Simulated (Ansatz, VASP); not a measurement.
## Cross-check of TiPt3 between VASP and Ansatz

Wanted: the spread between two codes on one cell, functional and k mesh. The cell is taken from a series of runs on this material, whose earlier steps may have relaxed or scaled it; both programs get it as it stands.

Method: plane waves, with VASP 6.6.1 beside it; single point at r2SCAN, in Ansatz 0.2.0.

## 1. The structure

It takes space group Pm-3m (No. 221, cubic). Conventional cell: a = 3.897 Å, b = 3.897 Å, c = 3.897 Å, α = 90.00°, β = 90.00°, γ = 90.00°. Pt has 8 Pt at 2.76 Å and 4 Ti at 2.76 Å nearest. Nearest to Ti lie 12 Pt at 2.76 Å. Farther neighbours are not listed.

## 2. Ansatz: single point, r2SCAN

Ansatz runs on its default PAW (the set named soft_2) files.

A single point gives forces, pressure and levels at one fixed geometry, so differences don't come from the geometry; what else differs is listed under the comparison.

File input.yaml:

```yaml
crystal:
  lattice:
    - [3.897, 0.0, 0.0]
    - [0.0, 3.897, 0.0]
    - [0.0, 0.0, 3.897]
  atoms:
    - { symbol: Pt, position: [0.5, 0.5, 0.0] }
    - { symbol: Pt, position: [0.5, 0.0, 0.5] }
    - { symbol: Pt, position: [0.0, 0.5, 0.5] }
    - { symbol: Ti, position: [0.0, 0.0, 0.0] }
kpoints:
  mp_grid: { grid: [10, 10, 10] }
  band_path:
    path:
      - [[0.0, 0.0, 0.0], [0.0, 0.5, 0.0], [0.5, 0.5, 0.0], [0.0, 0.0, 0.0], [0.5, 0.5, 0.5], [0.0, 0.5, 0.0]]
      - [[0.5, 0.5, 0.5], [0.5, 0.5, 0.0]]
    npoints: 8
scf:
  occupations: { method: fermi_dirac, width: 0.05 }
  n_extra_bands: 10
hamiltonian:
  xc: r2scan
  pseudopotentials: { kind: paw }
output:
  forces: true
  stress: true
  dos:
    projected: true
    de: 0.05
    e_range: [-30, 12]
    nscf_kmesh: { grid: [12, 12, 12] }
  fatbands: true
  eigenstates:
    kpoints:
      - [0.0, 0.0, 0.0]
      - [0.0, 0.08333333, 0.0]
      - [0.0, 0.16666667, 0.0]
      - [0.0, 0.25, 0.0]
      - [0.0, 0.33333333, 0.0]
      - [0.0, 0.41666667, 0.0]
      - [0.0, 0.5, 0.0]
      - [0.0, -0.41666667, 0.0]
      - [0.0, -0.33333333, 0.0]
      - [0.0, -0.25, 0.0]
      - [0.0, -0.16666667, 0.0]
      - [0.0, -0.08333333, 0.0]
      - [0.0625, 0.0, 0.0625]
      - [0.125, 0.0, 0.125]
      - [0.1875, 0.0, 0.1875]
      - [0.25, 0.0, 0.25]
      - [-0.30357143, -0.30357143, 0.0]
      - [-0.35714286, -0.35714286, 0.0]
      - [-0.41071429, -0.41071429, 0.0]
      - [-0.46428571, -0.46428571, 0.0]
      - [0.48214286, 0.48214286, 0.0]
      - [0.42857143, 0.42857143, 0.0]
      - [0.375, 0.375, 0.0]
      - [0.32142857, 0.32142857, 0.0]
      - [0.26785714, 0.26785714, 0.0]
      - [0.21428571, 0.21428571, 0.0]
      - [0.16071429, 0.16071429, 0.0]
      - [0.10714286, 0.10714286, 0.0]
      - [0.05357143, 0.05357143, 0.0]
      - [0.05, 0.05, 0.05]
      - [0.1, 0.1, 0.1]
      - [0.15, 0.15, 0.15]
      - [0.2, 0.2, 0.2]
      - [0.25, 0.25, 0.25]
      - [0.3, 0.3, 0.3]
      - [0.35, 0.35, 0.35]
      - [0.4, 0.4, 0.4]
      - [0.45, 0.45, 0.45]
      - [0.5, 0.5, 0.5]
      - [0.5, -0.4375, 0.4375]
      - [0.5, -0.375, 0.375]
      - [0.5, -0.3125, 0.3125]
      - [0.5, -0.25, 0.25]
      - [0.5, -0.1875, 0.1875]
      - [0.5, -0.125, 0.125]
      - [0.5, -0.0625, 0.0625]
      - [0.5, 0.0, 0.0]
      - [0.41666667, 0.0, 0.0]
      - [0.33333333, 0.0, 0.0]
      - [0.25, 0.0, 0.0]
      - [0.16666667, 0.0, 0.0]
      - [0.08333333, 0.0, 0.0]
    e_range: [-9.0, 4.0]
    unfold: { supercell_matrix: [[-1, 1, 1], [1, -1, 1], [1, 1, -1]] }
  write_density: true
  write_potential: true
  elf: true
  volumetric_format: npy
```

Run with:

```console
$ ansatz run input.yaml --threads 4 --pin off --max-ram 8192MiB --backend cpu --events-out ev --progress --plain --runs-dir out
```

Numbers of over 12 decimals in the logs are rounded to 6 here.

What it wrote:

```text
scf.n_extra_bands = 10 over 33 filled bands (N_el = 66.0): the run solves 43 bands
Engine: ansatz 0.2.0, x86_64-unknown-linux-gnu
Pseudopotentials: kind: paw
Pseudopotential: Pt, paw, valence charge 18, recommended cutoff 500 eV (meta_gga), Pt.paw.azcp
Pseudopotential: Ti, paw, valence charge 12, recommended cutoff 500 eV (meta_gga), Ti.paw.azcp
Functional definition: r2SCAN
  parameter k0 = 0.174
  parameter k1 = 0.065
  parameter a1 = 4.9479
  exchange = r2scan_x(k0 = k0, k1 = k1, a1 = a1)
  correlation = r2scan_c
Crystal: 4 atoms, lattice volume = 59.182 Å³
Basis set: ecut = 500 eV, 1503 PW (Γ), exchange–correlation on 120×120×120 points (64 copies of the dense FFT grid, shifted against one another)
Bands: 43, of which v1, the nominal top of the filled ones, is band 33 counted from 1 (32 counted from 0)
Symmetry: 48 space group operations
Space group: Pm-3m (ITA 221), of the structure as read, at distance tolerance 3.9e-5 Å
k-points: 56 of 1000
Non-local potential: Pt, projectors of the file, l = 0: 3, l = 1: 2, l = 2: 2, l = 3: 1
Non-local potential: Ti, projectors of the file, l = 0: 3, l = 1: 2, l = 2: 3, l = 3: 1
PAW form: soft (Blöchl's): semilocal exchange-correlation on the pseudo side does not see the compensation charge
PAW frozen core: Pt, regenerated for the run's functional (the file was generated under x = pbe(κ = 0.804, μ = 0.219515), c = pbe(β = 0.066725))
PAW frozen core: Ti, regenerated for the run's functional (the file was generated under x = pbe(κ = 0.804, μ = 0.219515), c = pbe(β = 0.066725))
PAW one-centre angular grid: Pt, 590 points (default); XC on 160 Gauss nodes
PAW one-centre angular grid: Ti, 590 points (default); XC on 160 Gauss nodes
Initial density: superposition of atomic densities (neutral atoms: chi_scale 0, normalization atom), corrected by the library's trained network
Initial wavefunctions: pseudopotential atomic-orbital guess
Functional: x = r2scan, c = r2scan; τ floored in thin density (d = 2e-4 eV/Å³)
SCF iter   1: F=—  HF=-40118.637765 eV  |F-HF|=—  |Δ(HF+E_count)|=         —  Δρ=4.65e-2  dr2=2.31e0  dr2_τ=1.39e-1  ethr=1.77e-3  ⟨swp⟩=6.0  Hψ=8591  notcnv=0  defer=2
preconditioner: auto → Kerker (q_TF=auto, 2.778 Å⁻¹)  [metal: Δε(μ)=0.090 eV  Ē_g=8.748 eV  σ=0.050 eV  W_gap=0.39  n_scr=18 (ndim 8)  ℏωp=28.1 eV  f_vac=0.000  D(μ)=0.45/eV (n_scr^D=0)]
SCF iter   2: F=—  HF=-40118.411413 eV  |F-HF|=—  |Δ(HF+E_count)|=   2.26e-1  Δρ=2.36e-2  dr2=4.27e-1  dr2_τ=1.33e-1  ethr=1.77e-3  ⟨swp⟩=2.5  Hψ=4306  notcnv=0  defer=88
SCF iter   3: F=—  HF=-40118.404999 eV  |F-HF|=—  |Δ(HF+E_count)|=   6.41e-3  Δρ=6.36e-3  dr2=3.80e-2  dr2_τ=7.19e-4  ethr=6.47e-4  ⟨swp⟩=2.2  Hψ=2759  notcnv=0  defer=88
SCF iter   4: F=—  HF=-40118.414349 eV  |F-HF|=—  |Δ(HF+E_count)|=   9.35e-3  Δρ=9.48e-3  dr2=8.84e-2  dr2_τ=4.09e-3  ethr=5.76e-5  ⟨swp⟩=2.0  Hψ=3545  notcnv=0  defer=91
SCF iter   5: F=—  HF=-40118.406750 eV  |F-HF|=—  |Δ(HF+E_count)|=   7.60e-3  Δρ=1.18e-3  dr2=1.06e-3  dr2_τ=1.24e-5  ethr=5.76e-5  ⟨swp⟩=2.0  Hψ=2826  notcnv=0  defer=93
SCF iter   6: F=—  HF=-40118.406767 eV  |F-HF|=—  |Δ(HF+E_count)|=   1.72e-5  Δρ=3.38e-4  dr2=1.22e-4  dr2_τ=6.07e-6  ethr=1.60e-6  ⟨swp⟩=2.0  Hψ=2889  notcnv=0  defer=93
SCF iter   7: F=—  HF=-40118.406768 eV  |F-HF|=—  |Δ(HF+E_count)|=   7.03e-7  Δρ=1.19e-4  dr2=1.59e-5  dr2_τ=1.50e-7  ethr=1.85e-7  ⟨swp⟩=1.1  Hψ=2321  notcnv=0  defer=93
SCF iter   8: F=—  HF=-40118.406774 eV  |F-HF|=—  |Δ(HF+E_count)|=   5.99e-6  Δρ=4.02e-5  dr2=1.85e-6  dr2_τ=3.28e-8  ethr=2.41e-8  ⟨swp⟩=1.6  Hψ=2453  notcnv=0  defer=93
SCF iter   9: F=-40118.406773 eV  HF=-40118.406773 eV  |F-HF|=1.24e-9  |Δ(HF+E_count)|=   1.29e-7  Δρ=1.89e-6  dr2=3.27e-9  dr2_τ=1.24e-10  ethr=1.52e-10  ⟨swp⟩=11.1  Hψ=14621  notcnv=0
SCF 1 converged in 9 iterations: F = -40118.406773 eV  dr2 = 3.27e-9
  greatest PAW one-centre occupation: 1.000 electrons in one spin orbital (limit 2), on the Pt atom at site 2 (counted from 0), in its partial waves of l = 0
NSCF: frozen V_eff on 50 k-points
NSCF: frozen V_eff on 84 k-points
[...]
SCF converged after 9 iterations
Free energy (F): -40118.406773 eV
Harris-Foulkes:  -40118.406773 eV  (|F-HF|=1.24e-9)
Internal energy: -40118.397201 eV  (E = F + TS)
E sigma→0 (E₀):  -40118.401987 eV
Entropy (-TS):   -0.009572 eV (-2.393 meV/atom)
Fermi energy:    22.474234 eV
--- Per-component energies (eV) ---
  E_band       = -596.419717
  E_kinetic    = 2191.122350
  E_local      = -5227.588171  (includes V_loc(G=0)·N_el)
  E_nonlocal   = 607.943306
  E_hartree    = 1991.227549
  E_xc         = -848.169286
  E_vxc        = -1153.406181  (∫ρ·V_xc dr)
  E_paw        = -29494.952203  (= ΣΔE_a)
  E_vpaw       = -1071.710218  (= ΣTr[D̂ρ^β])
  E_aug_tail   = 0.000593  (compensation charges beyond the density's cutoff)
  E_vtau       = 74.763968  (kinetic-family band-sum trace: ∫τ·v_τ [+ j·A + Jᵃ·Aᵃ] dr)
  E_ewald      = -9337.033399
  E_core_change = -0.947941  (= ΣΔE_core)
  E_smearing   = -0.009572  (= −TS)
  E_closure    = 0.000000  (closes the sum)
  Σ components = -40118.406773   (vs F -40118.406773, Δ=0.00e0)
--- Forces (eV/Å), atoms counted from 1 ---
  atom   1  Pt     0.00000000     0.00000000    -0.00000000
  atom   2  Pt     0.00000000    -0.00000000    -0.00000000
  atom   3  Pt     0.00000000     0.00000000    -0.00000000
  atom   4  Ti    -0.00000000     0.00000000    -0.00000000
  max |Σ_I F_I| component: 2.24e-28 eV/Å
--- Stress (GPa, compression-positive) ---
        4.931762       0.000000       0.000000
        0.000000       4.931762       0.000000
        0.000000       0.000000       4.931762
  P = ⅓ Tr σ = 4.9318 GPa (49.318 kbar)
--- Band table (eV; the first three rows and the last of 56) ---
  k-point 0: bands = [... 29 lower, 22.5048, 22.5048, 22.5048, 23.9556, 23.9556, 24.1052, 24.1052, 24.1052, ... 6 higher]
  k-point 1: bands = [... 29 lower, 21.8845, 21.8845, 22.5052, 23.2882, 23.8126, 23.8126, 23.8909, 24.0426, ... 6 higher]
  k-point 2: bands = [... 29 lower, 20.8320, 21.3794, 21.9007, 22.5062, 23.3685, 23.3685, 23.7256, 23.7856, ... 6 higher]
  k-point 55: bands = [... 29 lower, 21.7348, 21.7348, 21.7348, 21.9745, 21.9745, 21.9745, 23.7062, 23.7062, ... 6 higher]
```

## 3. VASP: single point, r2SCAN

The same cell, functional, mesh and smearing now go to VASP, with its own data sets and cutoff.

Lines of VASP's logs that name or quote its potential files are left out, and so is its time.

File INCAR:

```
SYSTEM = TiPt3
PREC = Accurate
ENCUT = 400
EDIFF = 1E-06
NELM = 100
ISMEAR = -1
SIGMA = 0.05
LREAL = .FALSE.
ALGO = Normal
METAGGA = R2SCAN
LASPH = .TRUE.
NBANDS = 27
LORBIT = 11
LWAVE = .FALSE.
LCHARG = .FALSE.
KPAR = 2
ISIF = 2
```

File POSCAR:

```
TiPt3
1.0
    3.8970000000      0.0000000000      0.0000000000
    0.0000000000      3.8970000000      0.0000000000
    0.0000000000      0.0000000000      3.8970000000
Pt Ti
3 1
Direct
    0.5000000000      0.5000000000      0.0000000000
    0.5000000000      0.0000000000      0.5000000000
    0.0000000000      0.5000000000      0.5000000000
    0.0000000000      0.0000000000      0.0000000000
```

File KPOINTS:

```
Automatic mesh
0
Gamma
10 10 10
0 0 0
```

The projector-augmented-wave data sets are Pt and Ti_sv (PBE family, release 64).

Run with:

```console
$ mpirun -np 2 vasp_std
```

What it wrote:

```text
[banner, memory and clock lines left out]
running    2 mpi-ranks, on    1 nodes
 distrk:  each k-point on    1 cores,    2 groups
 distr:  one band on    1 cores,    1 groups

 POSCAR found type information on POSCAR PtTi
 POSCAR found :  2 types and       4 ions
|                                                                             |
|               ----> ADVICE to this user running VASP <----                  |
|                                                                             |
|     You enforced a specific xc type in the INCAR file but a different       |
|     [... a line on the potential file left out ...]
|     I HOPE YOU KNOW WHAT YOU ARE DOING!                                     |
|                                                                             |

 LDA part: xc-table for (None), standard interpolation
 POSCAR, INCAR and KPOINTS ok, starting setup
 FFT: planning ... GRIDC
 FFT: planning ... GRID_SOFT
 FFT: planning ... GRID
 WAVECAR not read
 entering main loop
       N       E                     dE             d eps       ncg     rms          rms(c)
DAV:   1     0.197442618033E+03    0.19744E+03   -0.18504E+04  3024   0.144E+03
DAV:   2    -0.157613625371E+03   -0.35506E+03   -0.34167E+03  3226   0.395E+02
DAV:   3    -0.185080548262E+03   -0.27467E+02   -0.26399E+02  3965   0.103E+02
DAV:   4    -0.186081005847E+03   -0.10005E+01   -0.99602E+00  3832   0.192E+01
DAV:   5    -0.186110984464E+03   -0.29979E-01   -0.29961E-01  3936   0.320E+00    0.239E+01
DAV:   6    -0.171200426709E+03    0.14911E+02   -0.15736E+01  3681   0.395E+01    0.919E+00
DAV:   7    -0.171749865635E+03   -0.54944E+00   -0.73096E+00  4326   0.188E+01    0.914E+00
DAV:   8    -0.171104760874E+03    0.64510E+00   -0.21216E+00  4164   0.983E+00    0.354E+00
DAV:   9    -0.171134678432E+03   -0.29918E-01   -0.11844E-01  3829   0.273E+00    0.100E+00
DAV:  10    -0.171125644170E+03    0.90343E-02   -0.10761E-01  4058   0.237E+00    0.459E-01
DAV:  11    -0.171123107080E+03    0.25371E-02   -0.14769E-02  4347   0.687E-01    0.740E-02
DAV:  12    -0.171123147499E+03   -0.40419E-04   -0.59304E-04  3776   0.167E-01    0.472E-02
DAV:  13    -0.171123146973E+03    0.52550E-06   -0.28561E-04  4173   0.126E-01    0.347E-02
DAV:  14    -0.171123134856E+03    0.12117E-04   -0.87876E-05  4018   0.583E-02    0.560E-03
DAV:  15    -0.171123134815E+03    0.41092E-07   -0.29684E-06  3041   0.128E-02
   1 F= -.17112313E+03 E0= -.17111836E+03  d E =-.955793E-02
```

OUTCAR, selected parts (step 3):

```text
ion  position               nearest neighbor table
   1  0.500  0.500  0.000-   2 2.76   3 2.76   4 2.76   2 2.76   3 2.76   2 2.76   4 2.76   2 2.76
                             3 2.76   4 2.76   3 2.76   4 2.76
   2  0.500  0.000  0.500-   1 2.76   3 2.76   4 2.76   1 2.76   4 2.76   1 2.76   3 2.76   1 2.76
                             3 2.76   4 2.76   4 2.76   3 2.76
   3  0.000  0.500  0.500-   1 2.76   2 2.76   4 2.76   1 2.76   4 2.76   2 2.76   4 2.76   4 2.76
                             1 2.76   2 2.76   1 2.76   2 2.76
   4  0.000  0.000  0.000-   1 2.76   2 2.76   3 2.76   2 2.76   3 2.76   1 2.76   3 2.76   3 2.76
                             1 2.76   2 2.76   2 2.76   1 2.76

  LATTYP: Found a simple cubic cell.
 ALAT       =     3.8970000000

 Subroutine GETGRP returns: Found 48 space group operations
 (whereof 48 operations were pure point group operations)

The static configuration has the point symmetry O_h .

 Found     56 irreducible k-points:

   k-points           NKPTS =     56   k-points in BZ     NKDIM =     56   number of bands    NBANDS=     27

   dimension x,y,z NGX =    28 NGY =   28 NGZ =   28
   dimension x,y,z NGXF=    56 NGYF=   56 NGZF=   56

   ENCUT  =  400.0 eV  29.40 Ry    5.42 a.u.   6.36  6.36  6.36*2*pi/ulx,y,z

   NELECT =      42.0000    total number of electrons

 k-points in reciprocal lattice and weights: Automatic mesh
   0.00000000  0.00000000  0.00000000       0.001
   0.10000000  0.00000000  0.00000000       0.006
   0.20000000  0.00000000  0.00000000       0.006
   0.30000000  0.00000000  0.00000000       0.006
   0.40000000  0.00000000  0.00000000       0.006
   0.50000000  0.00000000  0.00000000       0.003
   0.10000000  0.10000000  0.00000000       0.012
   0.20000000  0.10000000  0.00000000       0.024
   0.30000000  0.10000000  0.00000000       0.024
[...]
0.50000000  0.50000000  0.40000000       0.006
   0.50000000  0.50000000  0.50000000       0.001

 average (electrostatic) potential at core
       1 -68.2705       2 -68.2705       3 -68.2705       4 -75.2204

 E-fermi :  11.7653

 k-point     1 :       0.0000    0.0000    0.0000
  band No.  band energies     occupation
    ...
     16       9.9430      2.00000
     17      11.1645      1.99999
     18      11.7967      0.69597
     19      11.7967      0.69597
     20      11.7967      0.69597
     21      13.2560      0.00000
     22      13.2560      0.00000
     23      13.3759      0.00000
     24      13.3759      0.00000
     25      13.3759      0.00000
    ...

 k-point     2 :       0.1000    0.0000    0.0000
  band No.  band energies     occupation
    ...
     16       9.9595      2.00000
     17      11.0373      2.00000
     18      11.1733      1.99999
     19      11.1733      1.99999
     20      11.7970      0.69305
     21      12.5653      0.00000
     22      13.0980      0.00000
     23      13.0980      0.00000
     24      13.1913      0.00000
     25      13.3378      0.00000
    ...

 k-point     3 :       0.2000    0.0000    0.0000
  band No.  band energies     occupation
    ...
     17      10.1200      2.00000
     18      10.1200      2.00000
     19      10.6695      2.00000
     20      11.1766      1.99998
     21      11.7980      0.68422
     22      12.6575      0.00000
     23      12.6575      0.00000
     24      13.0256      0.00000
     25      13.0858      0.00000
     26      13.8254      0.00000
    ...

  Total        2.0862957      2.0862957      2.0862957     -0.0000000     -0.0000000      0.0000000
  in kB       56.4800692     56.4800692     56.4800692     -0.0000000     -0.0000000      0.0000000
  external PRESSURE =      56.4800692 kB  Pullay stress =       0.0000000 kB

  energy-cutoff  :      400.00
  volume of cell :       59.18
      direct lattice vectors                 reciprocal lattice vectors
     3.897000000  0.000000000  0.000000000     0.256607647  0.000000000  0.000000000
     0.000000000  3.897000000  0.000000000     0.000000000  0.256607647  0.000000000
     0.000000000  0.000000000  3.897000000     0.000000000  0.000000000  0.256607647

 POSITION                                       TOTAL-FORCE (eV/Angst)
 -----------------------------------------------------------------------------------
      1.94850      1.94850      0.00000         0.000000      0.000000      0.000000
      1.94850      0.00000      1.94850         0.000000      0.000000      0.000000
      0.00000      1.94850      1.94850         0.000000      0.000000      0.000000
      0.00000      0.00000      0.00000         0.000000      0.000000      0.000000
 -----------------------------------------------------------------------------------
    total drift:                                0.000000      0.000000      0.000000

  FREE ENERGIE OF THE ION-ELECTRON SYSTEM (eV)
  ---------------------------------------------------
  free  energy   TOTEN  =      -171.1231348151 eV

  energy  without entropy=     -171.1135768804  energy(sigma->0) =     -171.11835585

 total charge
# of ion       s       p       d       tot
------------------------------------------
    1        0.705   0.680   8.083   9.469
    2        0.705   0.680   8.083   9.469
    3        0.705   0.680   8.083   9.469
    4        2.207   6.163   1.752  10.123
--------------------------------------------------
tot          4.323   8.204  26.002  38.529

[... 3 further parts left out ...]
```

The run ends at a pressure of 5.65 GPa.

## 4. Differences

Known differences besides the PAW data sets themselves: VASP keeps PBE cores, Ansatz makes them for the functional; the data sets hold 66 valence electrons in Ansatz (default PAW (the set named soft_2) files) and 42 in VASP; the cutoff is 500 eV in Ansatz and 400 eV in VASP. Total energies have different zeros and are not compared.

Compared:

| quantity | Ansatz | VASP | difference |
| --- | --- | --- | --- |
| pressure (GPa) | 4.93 | 5.65 | -0.72 |

## 5. Further runs

How far does this hang on the set-up? Further runs change one program's set-up at a time, as the table lists.

| run | difference in pressure (GPa) |
| --- | --- |
| as above | -0.72 |
| VASP with the data sets Pt_sv_GW and Ti_sv_GW and a cutoff of 620 eV | 1.2 |

## 6. Results

```yaml
difference_in_pressure_single_point_r2scan: -0.72 GPa
```

What this shows: The difference in pressure is -0.72 GPa (single point, r2SCAN), within the 1 GPa picked in this series as the mark of a large difference. For single point, r2SCAN: VASP with the data sets Pt_sv_GW and Ti_sv_GW and a cutoff of 620 eV turns the difference in pressure from -0.72 to 1.2 GPa, so VASP's own sets bracket Ansatz's value. Differences of this kind measure data sets and numerical settings, not the functional's error against experiment.

[Lines on the potential files, build, host, timing and source positions are cut from VASP's logs without a mark.]

[Logs are printed without paths, hosts, clocks, repeated set-up lines and the standing remarks that a program may print on its own settings, such as how far it seeks lower states.]

[Hosts, paths, dates, database ids (printed as entryN), source tags and the programs' standing remarks are cut or masked in the printed files.]
